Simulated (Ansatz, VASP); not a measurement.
## Cross-check of BaNaBiWO6 between VASP and Ansatz

Wanted: the spread between two codes on one cell, functional and k mesh. The cell is taken from a series of runs on this material, whose earlier steps may have relaxed, scaled, displaced or heated it; both programs get it as it stands.

Program: Ansatz 0.2.0. Level of theory: plane waves, with VASP 6.6.1 beside it; PBE0 form with 5 % exact exchange with an exact-exchange share of 0.05. Results are calculated unless marked as measured.

## Step 1: The starting structure

Symmetry: F-43m, No. 216, cubic system. The conventional cell has a = 8.565 Å, b = 8.565 Å, c = 8.565 Å, α = 90.00°, β = 90.00°, γ = 90.00°. Na has 12 O at 3.04 Å nearest. Ba has 12 O at 3.04 Å nearest. Bi has 6 O at 2.35 Å nearest. W has 6 O at 1.94 Å nearest. Nearest to O lie 1 W at 1.94 Å and 1 Bi at 2.35 Å and 2 Ba at 3.04 Å and 2 Na at 3.04 Å. Farther neighbours and most contacts between anions are not listed.

## Step 2: VASP: G0W0 gap, PBE0 form with 5 % exact exchange with an exact-exchange share of 0.05

Quasiparticle shifts depend on high empty states and on the cores, so they are the hardest test of two PAW sets.

Lines of VASP's logs that name or quote its potential files are left out, and so is its time.

The run reads the wave functions of an earlier VASP run, which isn't shown here.

File INCAR:

```
SYSTEM = BaNaBiWO6
PREC = Accurate
ENCUT = 440
ISMEAR = 0
SIGMA = 0.01
LREAL = .FALSE.
LHFCALC = .TRUE.
AEXX = 0.05
GGA = PE
LASPH = .TRUE.
NBANDS = 698
PRECFOCK = Fast
ALGO = EVGW0
NELMGW = 1
ENCUTGW = 150
NOMEGA = 64
NBANDSGW = 51
LWAVE = .FALSE.
LCHARG = .FALSE.
```

File POSCAR:

```
BaNaBiWO6
1.0
    0.0000000000      4.2826078400      4.2826078400
    4.2826078400      0.0000000000      4.2826078400
    4.2826078400      4.2826078400      0.0000000000
Na Ba Bi W O
1 1 1 1 6
Direct
    0.7500000000      0.7500000000      0.7500000000
    0.2500000000      0.2500000000      0.2500000000
    0.0000000000      0.0000000000      0.0000000000
    0.5000000000      0.5000000000      0.5000000000
    0.7261785325      0.2738214675      0.2738214675
    0.2738214675      0.7261785325      0.7261785325
    0.7261785325      0.7261785325      0.2738214675
    0.2738214675      0.2738214675      0.7261785325
    0.2738214675      0.7261785325      0.2738214675
    0.7261785325      0.2738214675      0.7261785325
```

File KPOINTS:

```
Automatic mesh
0
Gamma
2 2 2
0 0 0
```

The projector-augmented-wave data sets are Na_sv_GW, Ba_sv_GW, Bi_d_GW, W_sv_GW and O_GW (PBE family, release 64).

Run with:

```console
$ export OMP_NUM_THREADS=3
$ mpirun -np 1 vasp_std
```

Numbers of over 12 decimals in the logs are rounded to 6 here.

The log of the run:

```text
[banner, memory and clock lines left out]
running    1 mpi-ranks, on    1 nodes
 distrk:  each k-point on    1 cores,    1 groups
 distr:  one band on    1 cores,    1 groups
 Offloading initialized ...    1 GPUs detected
 POSCAR found type information on POSCAR NaBaBiW O
 POSCAR found :  5 types and      10 ions
|                                                                             |
|           W    W    AA    RRRRR   N    N  II  N    N   GGGG   !!!           |
|           W    W   A  A   R    R  NN   N  II  NN   N  G    G  !!!           |
|           W    W  A    A  R    R  N N  N  II  N N  N  G       !!!           |
|           W WW W  AAAAAA  RRRRR   N  N N  II  N  N N  G  GGG   !            |
|           WW  WW  A    A  R   R   N   NN  II  N   NN  G    G                |
|           W    W  A    A  R    R  N    N  II  N    N   GGGG   !!!           |
|                                                                             |
|     The default for ENCUTGWSOFT is different in this version of VASP.       |
|     please manually set ENCUTGWSOFT =150 in the INCAR file.                 |
|                                                                             |

 LDA part: xc-table for (Slater+PW92), standard interpolation
 found WAVECAR, reading the header
 POSCAR, INCAR and KPOINTS ok, starting setup
 FFT: planning ... GRIDC
 FFT: planning ... GRID_SOFT
 FFT: planning ... GRID
 reading WAVECAR
 the WAVECAR file was read successfully
 initial charge from wavefunction
 available memory per node:   1662.71 GB, setting MAXMEM to   1702615

 The Fermi energy was updated, please check that it is located mid-gap
 values below the HOMO (VB) or above the LUMO (CB) will cause erroneous energies
 E-fermi :   4.5914

 calculate exact exchange contribution
 the WAVEDER file was read successfully
|                                                                             |
|           W    W    AA    RRRRR   N    N  II  N    N   GGGG   !!!           |
|           W    W   A  A   R    R  NN   N  II  NN   N  G    G  !!!           |
|           W    W  A    A  R    R  N N  N  II  N N  N  G       !!!           |
|           W WW W  AAAAAA  RRRRR   N  N N  II  N  N N  G  GGG   !            |
|           WW  WW  A    A  R   R   N   NN  II  N   NN  G    G                |
|           W    W  A    A  R    R  N    N  II  N    N   GGGG   !!!           |
|                                                                             |
|     Automatic setting of frequency mesh for GW failed. Frequency mesh       |
|     properly not suitable for determining QP energies. Consider             |
|     increasing number of kpoints.                                           |
|                                                                             |

energies w=
    0.000    0.000    1.646    0.000    3.289    0.000    4.925    0.000
    6.550    0.000    8.163    0.000    9.761    0.000   11.341    0.000
   12.902    0.000   14.443    0.000   15.965    0.000   17.465    0.000
   18.946    0.000   20.407    0.000   21.850    0.000   23.276    0.000
   24.687    0.000   26.085    0.000   27.471    0.000   28.847    0.000
   30.218    0.000   31.583    0.000   32.948    0.000   34.314    0.000
   35.684    0.000   37.061    0.000   38.449    0.000   39.852    0.000
   41.273    0.000   42.716    0.000   44.186    0.000   45.687    0.000
   47.224    0.000   48.803    0.000   50.430    0.000   52.112    0.000
   53.857    0.000   55.673    0.000   57.569    0.000   59.557    0.000
   61.649    0.000   63.859    0.000   66.203    0.000   68.700    0.000
   71.374    0.000   74.249    0.000   77.357    0.000   80.735    0.000
   84.428    0.000   88.490    0.000   92.987    0.000   98.004    0.000
  103.643    0.000  110.037    0.000  117.358    0.000  125.831    0.000
  135.759    0.000  147.556    0.000  161.808    0.000  179.367    0.000
  201.528    0.000  230.348    0.000  269.317    0.000  324.860    0.000
 responsefunction array rank=     652
 LDA part: xc-table for (Slater+PW92), standard interpolation

 min. memory requirement per mpi rank   1359.2 MB, per node   1359.2 MB

 allocating  64 responsefunctions rank=   652
 shmem allocating  64 responsefunctions rank=   652
 response function shared by NCSHMEM nodes    1
 Doing            64  frequencies on each core in blocks of            64
NQ=   1    0.0000    0.0000    0.0000,
|.........|.........|.........|.........|.........|.........|.........|.........
 performed        664000 updates of chi_q(r,r)
 total number of BLAS operations       2210.68 Gflops
NQ=   2    0.5000    0.0000    0.0000,
|.........|.........|.........|.........|.........|.........|.........|.........
 performed       1684000 updates of chi_q(r,r)
 total number of BLAS operations       5680.24 Gflops
NQ=   3    0.5000    0.5000    0.0000,
|.........|.........|.........|.........|.........|.........|.........|.........
 performed       2633000 updates of chi_q(r,r)
 total number of BLAS operations       8907.67 Gflops
 resolving degeneracies of screened two electron integrals

 calculate QP shifts <psi_nk| G(iteration)W_0 |psi_nk>: iteration 1
 entering main loop
```

OUTCAR, selected parts (step 2):

```text
ion  position               nearest neighbor table
   1  0.750  0.750  0.750-
   2  0.250  0.250  0.250-
   3  0.000  0.000  0.000-   5 2.35   6 2.35   7 2.35   8 2.35   9 2.35  10 2.35
   4  0.500  0.500  0.500-   5 1.94   6 1.94   7 1.94   8 1.94   9 1.94  10 1.94
   5  0.726  0.274  0.274-   4 1.94   3 2.35
   6  0.274  0.726  0.726-   4 1.94   3 2.35
   7  0.726  0.726  0.274-   4 1.94   3 2.35
   8  0.274  0.274  0.726-   4 1.94   3 2.35
   9  0.274  0.726  0.274-   4 1.94   3 2.35
  10  0.726  0.274  0.726-   4 1.94   3 2.35

  LATTYP: Found a face centered cubic cell.
 ALAT       =     8.5652156800

 Subroutine GETGRP returns: Found 24 space group operations
 (whereof 24 operations were pure point group operations)

The static configuration has the point symmetry T_d .

 Found      3 irreducible k-points:

   k-points           NKPTS =      3   k-points in BZ     NKDIM =      8   number of bands    NBANDS=    698

   dimension x,y,z NGX =    42 NGY =   42 NGZ =   42
   dimension x,y,z NGXF=    84 NGYF=   84 NGZF=   84

   ENCUT  =  440.0 eV  32.34 Ry    5.69 a.u.  10.36 10.36 10.36*2*pi/ulx,y,z

   NELECT =      86.0000    total number of electrons

  energy-cutoff  :      440.00
  volume of cell :      157.09
      direct lattice vectors                 reciprocal lattice vectors
     0.000000000  4.282607840  4.282607840    -0.116751292  0.116751292  0.116751292
     4.282607840  0.000000000  4.282607840     0.116751292 -0.116751292  0.116751292
     4.282607840  4.282607840  0.000000000     0.116751292  0.116751292 -0.116751292

 k-points in reciprocal lattice and weights: Automatic mesh
   0.00000000  0.00000000  0.00000000       0.125
   0.50000000  0.00000000  0.00000000       0.500
   0.50000000  0.50000000  0.00000000       0.375

 E-fermi :   4.5914

 QP shifts <psi_nk| G(iteration)W_0 |psi_nk>: iteration 1
 for sc-GW calculations column KS-energies equals QP-energies in previous step
 and V_xc(KS)=  KS-energies - (<T + V_ion + V_H > + <T+V_H+V_ion>^1  + <V_x>^1)
 k-point   1 :       0.0000    0.0000    0.0000
  band No.  KS-energies  QP-energies   sigma(KS)   V_xc(KS)     V^pw_x(r,r')   Z            occupation Imag(sigma)
    ...
     40       1.6854       1.0668     -19.9308     -19.1216     -23.9873       0.7645       2.0000       0.7669
     41       2.5448       2.0083     -20.5150     -19.8069     -24.7321       0.7577       2.0000       0.7500
     42       2.5448       2.0083     -20.5150     -19.8069     -24.7321       0.7577       2.0000       0.7500
     43       2.5448       2.0083     -20.5150     -19.8069     -24.7321       0.7577       2.0000       0.7500
     44       6.2085       7.0652     -14.7895     -15.8597     -10.8415       0.8004       0.0000      -0.5488
     45       6.2085       7.0652     -14.7895     -15.8597     -10.8415       0.8004       0.0000      -0.5488
     46       6.2085       7.0652     -14.7895     -15.8597     -10.8415       0.8004       0.0000      -0.5488
     47       7.6586       8.1344      -7.4454      -8.0007      -3.8350       0.8567       0.0000      -0.4623
    ...

 k-point   2 :       0.5000    0.0000    0.0000
  band No.  KS-energies  QP-energies   sigma(KS)   V_xc(KS)     V^pw_x(r,r')   Z            occupation Imag(sigma)
    ...
     40       2.0321       1.4226     -19.7775     -18.9774     -23.8759       0.7618       2.0000       0.7648
     41       2.0321       1.4226     -19.7775     -18.9774     -23.8759       0.7618       2.0000       0.7648
     42       2.2886       1.7004     -20.1562     -19.3814     -24.4011       0.7592       2.0000       0.7734
     43       3.4291       3.0595     -20.5304     -20.0617     -23.2424       0.7884       2.0000       0.5147
     44       5.7537       6.5091     -13.5451     -14.4752      -9.7348       0.8121       0.0000      -0.5001
     45       6.2743       7.1255     -14.6110     -15.6717     -10.8008       0.8024       0.0000      -0.5261
     46       6.2743       7.1255     -14.6110     -15.6717     -10.8008       0.8024       0.0000      -0.5261
     47       7.7693       8.7074     -14.2212     -15.3745     -10.4839       0.8134       0.0000      -0.5311
    ...

 k-point   3 :       0.5000    0.5000    0.0000
  band No.  KS-energies  QP-energies   sigma(KS)   V_xc(KS)     V^pw_x(r,r')   Z            occupation Imag(sigma)
    ...
     40       1.4952       0.8511     -19.5900     -18.7471     -23.6773       0.7642       2.0000       0.7887
     41       1.8754       1.2069     -19.5649     -18.6864     -23.7669       0.7609       2.0000       0.7937
     42       1.8754       1.2069     -19.5649     -18.6864     -23.7669       0.7609       2.0000       0.7937
     43       2.5224       1.9811     -20.4622     -19.7479     -24.6686       0.7580       2.0000       0.7500
     44       5.9868       6.8053     -14.0250     -15.0402      -9.8962       0.8062       0.0000      -0.5554
     45       6.9344       7.9669     -16.5069     -17.8202     -12.5134       0.7862       0.0000      -0.6099
     46       6.9344       7.9669     -16.5069     -17.8202     -12.5134       0.7862       0.0000      -0.6099
     47       8.5682       9.4943     -13.0978     -14.2340      -9.7940       0.8151       0.0000      -0.5033
    ...
```

This run has no spin polarisation, so a moment on W, if there is one, isn't seen. The k-mesh is coarse for unscreened exact exchange, which converges slowly with it.

[end of part 1 of 2]

[Lines on the potential files, build, host, timing and source positions are cut from VASP's logs without a mark.]

[Logs are printed without paths, hosts, clocks, repeated set-up lines and the standing remarks that a program may print on its own settings, such as how far it seeks lower states.]

[Hosts, paths, dates, database ids (printed as entryN), source tags and the programs' standing remarks are cut or masked in the printed files.]
